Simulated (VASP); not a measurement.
Consider the following.

```yaml
crystal:
  lattice:
    - [0.00000, 2.91229, 2.91229]
    - [2.91229, 0.00000, 2.91229]
    - [2.91229, 2.91229, 0.00000]
  atoms:
    - { symbol: Cd, position: [0.00000, 0.00000, 0.00000] }
    - { symbol: S, position: [0.25000, 0.25000, 0.25000] }
```

Method: PBEsol GGA, VASP's PBE PAW potentials (set 64) (plane waves; VASP). Settings: 400 eV cut-off, Gaussian smearing of 0.050 eV, potentials Cd S.

Task: Estimate the band gap (along the path) with the smallest direct gap where there is one.

Result: 
| Property | Result |
|---|---|
| band gap (along the path) | 1.02 eV |
| smallest direct gap (along the path) | 1.02 eV |

Only differences to runs with the same potentials and settings are physical.

The structure comes from a measured CdS entry (F-43m) of the Crystallography Open Database, whose conditions weren't checked. It was relaxed first.
